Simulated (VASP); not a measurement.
# SrCr2N2 (P-3m1) in VASP: further runs

The runs below take SrCr2N2 through single point, with PBE.

All numbers are computed with VASP 6.6.1; they aren't measurements. Logs are shortened: lines on timing, memory, paths and dates and some standing lists are left out, and cuts for length are marked.

## Step 1: The crystal as given

It takes space group P-3m1 (No. 164, trigonal). The conventional cell has a = 3.320 Å, b = 3.320 Å, c = 6.546 Å, α = 90.00°, β = 90.00°, γ = 120.00°. Sr (site symmetry -3m) is surrounded by 6 N at 2.79 Å and 6 Cr at 3.16 Å. Cr (site symmetry 3m) has 4 N at 1.98 to 2.01 Å as nearest neighbours. N (site symmetry 3m) has 4 Cr at 1.98 to 2.01 Å as nearest neighbours.

The cell comes from a database or a generator and needn't be the stable form of this composition.

## Step 2: Single point, PBE, collinear spin, ferromagnetic start

INCAR

```
SYSTEM = SrCr2N2
PREC     = Accurate       ! precision mode
ENCUT    = 520            ! plane-wave cutoff, eV
EDIFF    = 1E-7           ! SCF threshold, eV
ISMEAR   = 0              ! smearing method
SIGMA    = 0.02           ! smearing width, eV
LREAL    = .FALSE.        ! projectors in reciprocal space
LASPH    = .TRUE.         ! aspherical terms in the spheres
NELM     = 120            ! most SCF steps
ALGO     = Normal         ! electronic algorithm
ISIF     = 2              ! what is computed and relaxed
LWAVE    = .FALSE.        ! write WAVECAR
LCHARG   = .FALSE.        ! write CHGCAR
ISPIN    = 2              ! spin polarisation
MAGMOM   = 0 3 3 0 0      ! initial moments
LORBIT   = 11             ! projections on sites
LMAXMIX  = 4              ! l up to which the mixer works
GGA      = PE             ! functional
NBANDS   = 34             ! bands
```

KPOINTS

```
Automatic mesh
0
G
  9 9 4
  0 0 0
```

POSCAR

```
SrCr2N2
1.0
    3.3196892269      0.0000000000      0.0000000000
   -1.6598446134      2.8749352031      0.0000000000
    0.0000000000      0.0000000000      6.5462810131
Sr Cr N
1 2 2
Direct
    0.0000000000      0.0000000000      0.5000000000
    0.3333333333      0.6666666667      0.8835880000
    0.6666666667      0.3333333333      0.1164120000
    0.3333333333      0.6666666667      0.1908820000
    0.6666666667      0.3333333333      0.8091180000
```

Potentials or basis: VASP PAW PBE potentials, release 54 (Sr_sv, Cr_pv, N).

Run with:

```console
$ cat potpaw_PBE.54/Sr_sv/POTCAR potpaw_PBE.54/Cr_pv/POTCAR potpaw_PBE.54/N/POTCAR > POTCAR
$ mpirun -np 1 vasp_std > vasp.out
```

OUTCAR:

```text
SYSTEM = SrCr2N2
   PREC = Accurate
   ENCUT = 520
   EDIFF = 1E-7
   ISMEAR = 0
   LREAL = .FALSE.
   LASPH = .TRUE.
   NELM = 120
   ISIF = 2
   ISPIN = 2
   LORBIT = 11
   GGA = PE

 ion  position               nearest neighbor table
   1  0.000  0.000  0.500-   4 2.79   5 2.79   4 2.79   5 2.79   5 2.79   4 2.79   2 3.16   3 3.16
                             2 3.16   3 3.16   2 3.16   3 3.16
   2  0.333  0.667  0.884-   5 1.98   5 1.98   5 1.98   4 2.01   3 2.45   3 2.45   3 2.45   1 3.16
                             1 3.16   1 3.16
   3  0.667  0.333  0.116-   4 1.98   4 1.98   4 1.98   5 2.01   2 2.45   2 2.45   2 2.45   1 3.16
                             1 3.16   1 3.16
   4  0.333  0.667  0.191-   3 1.98   3 1.98   3 1.98   2 2.01   1 2.79   1 2.79   1 2.79
   5  0.667  0.333  0.809-   2 1.98   2 1.98   2 1.98   3 2.01   1 2.79   1 2.79   1 2.79

  LATTYP: Found a hexagonal cell.
 ALAT       =     3.3196892269
 C/A-ratio  =     1.9719559771

  Lattice vectors:

 A1 = (   3.3196892269,   0.0000000000,   0.0000000000)
 A2 = (  -1.6598446134,   2.8749352031,   0.0000000000)
 A3 = (   0.0000000000,   0.0000000000,   6.5462810131)

Analysis of symmetry for initial positions (statically):
=====================================================================
 Subroutine PRICEL returns:
 Original cell was already a primitive cell.

 Routine SETGRP: Setting up the symmetry group for a
 hexagonal supercell.

 Subroutine GETGRP returns: Found 12 space group operations
 (whereof 12 operations were pure point group operations)
 out of a pool of 24 trial point group operations.

The static configuration has the point symmetry D_3d.

Analysis of symmetry for dynamics (positions and initial velocities):
=====================================================================
 Subroutine PRICEL returns:
 Original cell was already a primitive cell.

 Routine SETGRP: Setting up the symmetry group for a
 hexagonal supercell.

 Subroutine GETGRP returns: Found 12 space group operations
 (whereof 12 operations were pure point group operations)
 out of a pool of 24 trial point group operations.

The dynamic configuration has the point symmetry D_3d.

Analysis of structural, dynamic, and magnetic symmetry:
=====================================================================
 Subroutine PRICEL returns:
 Original cell was already a primitive cell.

 Routine SETGRP: Setting up the symmetry group for a
 hexagonal supercell.

 Subroutine GETGRP returns: Found 12 space group operations
 (whereof 12 operations were pure point group operations)
 out of a pool of 24 trial point group operations.

The overall configuration has the point symmetry D_3d.

 Subroutine INISYM returns: Found 12 space group operations
 (whereof 12 operations are pure point group operations),
[... 133 lines left out ...]
 spin polarized calculation
 Gauss-broadening in eV      SIGMA  =   0.02
  energy-cutoff  :      520.00
  volume of cell :       62.48
 maximum number of plane-waves:      1710
 NGX is ok and might be reduce to    28
   NGX = 13   NGY = 13   NGZ = 25

 number of electron      43.9999993 magnetization       0.5751909

 Free energy of the ion-electron system (eV)
  ---------------------------------------------------
  ext. energy  EPLUGINS =         0.00000000
  ---------------------------------------------------
  free energy    TOTEN  =       -39.32926054 eV

  energy without entropy =      -39.32835909  energy(sigma->0) =      -39.32880982

 E-fermi :   7.8629     XC(G=0): -11.8541

 val. band max:        7.8594458511   @ k =   0.2222   0.2222   0.0000
 cond. band min:       7.8776530635   @ k =   0.3333   0.2222   0.2500
 fundamental gap:      0.0182072124
 Fermi energy:         7.8628772411

 spin component 1

 k-point     1 :       0.0000    0.0000    0.0000
  band No.  band energies     occupation
      1     -36.0676      1.00000
      2     -36.0676      1.00000
      3     -35.8326      1.00000
      4     -35.8326      1.00000
      5     -35.7213      1.00000
      6     -35.4096      1.00000
[... 877 lines left out ...]
     33      14.3090      0.00000
     34      14.7291      0.00000

 [... further k-points ...]

 spin component 2

 k-point     1 :       0.0000    0.0000    0.0000
  band No.  band energies     occupation
      1     -35.7042      1.00000
      2     -35.7042      1.00000
      3     -35.4660      1.00000
      4     -35.4660      1.00000
      5     -35.4514      1.00000
      6     -35.1362      1.00000
[... 877 lines left out ...]
     33      14.2990      0.00000
     34      14.7080      0.00000

 [... further k-points ...]
[... 5 lines left out ...]
  --------------------------------------------------------------------------------------
  -------------------------------------------------------------------------------------
  Total       -0.0903766     -0.0903766     -0.2004904     -0.0000000     -0.0000000      0.0000000
  in kB       -2.3176428     -2.3176428     -5.1414310     -0.0000000     -0.0000000      0.0000000
  external PRESSURE =      -3.2589055 kB  Pullay stress =       0.0000000 kB

 VOLUME and BASIS-vectors are now :
 -----------------------------------------------------------------------------
  energy-cutoff  :      520.00
  volume of cell :       62.48
      direct lattice vectors                 reciprocal lattice vectors
     3.319689227  0.000000000  0.000000000     0.301233017  0.173916963  0.000000000
    -1.659844613  2.874935203  0.000000000     0.000000000  0.347833926  0.000000000
     0.000000000  0.000000000  6.546281013     0.000000000  0.000000000  0.152758490

 POSITION                                       TOTAL-FORCE (eV/Angst)
 -----------------------------------------------------------------------------------
      0.00000      0.00000      3.27314        -0.000000      0.000000      0.000000
     -0.00000      1.91662      5.78422         0.000000      0.000000      0.123515
      1.65984      0.95831      0.76207        -0.000000      0.000000     -0.123515
     -0.00000      1.91662      1.24957        -0.000000     -0.000000      0.028224
      1.65984      0.95831      5.29671         0.000000      0.000000     -0.028224
 -----------------------------------------------------------------------------------
    total drift:                                0.000000     -0.000000      0.000000

  FREE ENERGIE OF THE ION-ELECTRON SYSTEM (eV)
  ---------------------------------------------------
  free  energy   TOTEN  =       -39.3292605401 eV

  energy  without entropy=      -39.3283590916  energy(sigma->0) =      -39.32880982

 total charge

# of ion       s       p       d       tot
------------------------------------------
    1        2.028   5.788   0.397   8.214
    2        0.351   6.388   4.370  11.109
    3        0.351   6.388   4.370  11.109
    4        1.247   2.426   0.000   3.673
    5        1.247   2.426   0.000   3.673
--------------------------------------------------
tot          5.226  23.415   9.137  37.779

 magnetization (x)

# of ion       s       p       d       tot
------------------------------------------
    1       -0.002   0.001  -0.025  -0.026
    2        0.005   0.005   0.314   0.324
    3        0.005   0.005   0.314   0.324
    4       -0.002  -0.018   0.000  -0.020
    5       -0.002  -0.018   0.000  -0.020
--------------------------------------------------
tot          0.004  -0.025   0.603   0.581
```

Run time: 4.3 min. Hardware: 1 thread of Intel Xeon Platinum 8488C (Sapphire Rapids), shared host; peak memory 0.32 GiB.

What came out:

```yaml
Free_energy: -39.3293 eV
Pressure: -0.3 GPa
Largest_force: 0.124 eV/Å
Band_gap_on_the_k_mesh: none (metal or under the smearing width)
Net_moment: 0.58 μB per cell
Site_moments: Sr -0.03; Cr +0.32; N -0.02 μB
Valence_electrons_inside_the_program's_atomic_spheres: Sr 8.21; Cr 11.11; N 3.67
```

Forces on the atoms (eV/Å):
```
Sr   0.000  0.000  0.000
Cr   0.000  0.000  0.124
Cr   0.000  0.000 -0.124
N    0.000  0.000  0.028
N    0.000  0.000 -0.028
```

With open d or f shells a metallic result of PBE can be an artefact of self-interaction; +U or a hybrid may open a gap.

## Step 3: Single point, PBE, collinear spin, ferromagnetic start

run.py

```python
from ase.calculators.vasp import Vasp
from ase.dft.bandgap import bandgap
from ase.io import read

atoms = read('SrCr2N2.xyz')
atoms.set_initial_magnetic_moments([0.0, 3.0, 3.0, 0.0, 0.0])
calc = Vasp(
    directory='calc',
    xc='pbe',
    pp='PBE',
    setups='recommended',
    pp_version='54',
    prec='Accurate',
    encut=520,
    ediff=1e-06,
    ismear=0,
    sigma=0.02,
    lreal=False,
    lasph=True,
    nelm=150,
    algo='Normal',
    isif=2,
    lwave=False,
    lcharg=False,
    ispin=2,
    lorbit=11,
    lmaxmix=4,
    kpts=[9, 9, 4],
    gamma=True,
)
atoms.calc = calc

print('energy (eV):', atoms.get_potential_energy())
print('free energy (eV):', atoms.get_potential_energy(force_consistent=True))
print('forces (eV/A):')
print(atoms.get_forces())
print('stress (eV/A^3, Voigt):', atoms.get_stress())
print('Fermi level (eV):', calc.get_fermi_level())
print('moment (muB):', atoms.get_magnetic_moment())
print('site moments (muB):', atoms.get_magnetic_moments())
gap, top, bottom = bandgap(calc)
print('band gap (eV):', gap, 'from (spin, k, band)', top, 'to', bottom)
```

SrCr2N2.xyz

```xyz
5
Lattice="3.3196892269 0.0000000000 0.0000000000 -1.6598446134 2.8749352031 0.0000000000 0.0000000000 0.0000000000 6.5462810131" Properties=species:S:1:pos:R:3 pbc="T T T"
Sr     0.0000000000      0.0000000000      3.2731405066
Cr    -0.0000000001      1.9166234688      5.7842153478
Cr     1.6598446136      0.9583117343      0.7620656653
N     -0.0000000001      1.9166234688      1.2495672123
N      1.6598446136      0.9583117343      5.2967138008
```

Potentials or basis: VASP PAW PBE potentials, release 54 (Sr_sv, Cr_pv, N).

Run with:

```console
$ python run.py
```

Standard output:

```text
energy (eV): -39.32881173
free energy (eV): -39.32926119
forces (eV/A):
[[ 0.          0.          0.        ]
 [-0.          0.          0.12300603]
 [ 0.         -0.         -0.12300603]
 [ 0.         -0.          0.02850984]
 [-0.          0.         -0.02850984]]
stress (eV/A^3, Voigt): [ 0.00119934  0.00119934  0.00293308 -0.          0.          0.        ]
Fermi level (eV): 7.86250835
moment (muB): 0.5753367
site moments (muB): [-0.026  0.324  0.324 -0.02  -0.02 ]
band gap (eV): 0.0 from (spin, k, band) (None, None, None) to (None, None, None)
```

OUTCAR:

```text
ENCUT = 520.000000
   EDIFF = 1.00e-06
   GGA = PE
   PREC = Accurate
   ISIF = 2
   ISMEAR = 0
   ISPIN = 2
   LORBIT = 11
   NELM = 150
   LASPH = .TRUE.
   LREAL = .FALSE.

 ion  position               nearest neighbor table
[... 1789 lines left out ...]
      1.65984      0.95831      0.76207         0.000000     -0.000000     -0.123006
     -0.00000      1.91662      1.24957         0.000000     -0.000000      0.028510
      1.65984      0.95831      5.29671        -0.000000      0.000000     -0.028510
 -----------------------------------------------------------------------------------
    total drift:                                0.000000      0.000000     -0.000000

  FREE ENERGIE OF THE ION-ELECTRON SYSTEM (eV)
  ---------------------------------------------------
  free  energy   TOTEN  =       -39.3292611850 eV

  energy  without entropy=      -39.3283622701  energy(sigma->0) =      -39.32881173

 total charge

# of ion       s       p       d       tot
------------------------------------------
    1        2.028   5.788   0.397   8.214
    2        0.351   6.388   4.370  11.110
    3        0.351   6.388   4.370  11.110
    4        1.247   2.425   0.000   3.673
    5        1.247   2.425   0.000   3.673
--------------------------------------------------
tot          5.226  23.415   9.138  37.778

 magnetization (x)

# of ion       s       p       d       tot
------------------------------------------
    1       -0.002   0.001  -0.025  -0.026
    2        0.005   0.005   0.314   0.324
    3        0.005   0.005   0.314   0.324
    4       -0.002  -0.018   0.000  -0.020
    5       -0.002  -0.018   0.000  -0.020
--------------------------------------------------
tot          0.004  -0.025   0.604   0.582
```

INCAR:

```text
ENCUT = 520.000000
SIGMA = 0.020000
EDIFF = 1.00e-06
ALGO = Normal
GGA = PE
PREC = Accurate
ISIF = 2
ISMEAR = 0
ISPIN = 2
LMAXMIX = 4
LORBIT = 11
NELM = 150
LASPH = .TRUE.
LCHARG = .FALSE.
LWAVE = .FALSE.
LREAL = .FALSE.
MAGMOM = 1*0.0000 2*3.0000 2*0.0000
```

It took 3.2 min on 1 thread of Intel Xeon Platinum 8488C (Sapphire Rapids), shared host; peak memory 0.31 GiB.

Results:

| Property | Result |
| --- | --- |
| Free energy | -39.3293 eV |
| Pressure | -0.3 GPa |
| Largest force | 0.123 eV/Å |
| Band gap on the k mesh | none (metal or under the smearing width) |
| Net moment | 0.58 μB per cell |
| Site moments | Sr -0.03; Cr +0.32; N -0.02 μB |
| Valence electrons inside the program's atomic spheres | Sr 8.21; Cr 11.11; N 3.67 |

Forces on the atoms (eV/Å):
```
Sr   0.000  0.000  0.000
Cr   0.000  0.000  0.123
Cr   0.000  0.000 -0.123
N    0.000  0.000  0.029
N    0.000  0.000 -0.029
```

Levels at points of the mesh, in eV from the Fermi level:
Spin up:
```
           k point  band 20  band 21  band 22  band 23  band 24  band 25
(0.00, 0.00, 0.00)    -1.60    -0.78     0.54     0.69     0.69     2.09
(0.00, 0.00, 0.50)    -1.51    -0.25     0.28     0.51     0.51     2.42
```
Spin down:
| k point | band 20 | band 21 | band 22 | band 23 | band 24 | band 25 |
| --- | --- | --- | --- | --- | --- | --- |
| (0.00, 0.00, 0.00) | -1.44 | -0.67 | 0.69 | 0.94 | 0.94 | 2.15 |
| (0.00, 0.00, 0.50) | -1.35 | 0.13 | 0.18 | 0.75 | 0.75 | 2.54 |

With open d or f shells a metallic result of PBE can be an artefact of self-interaction; +U or a hybrid may open a gap.
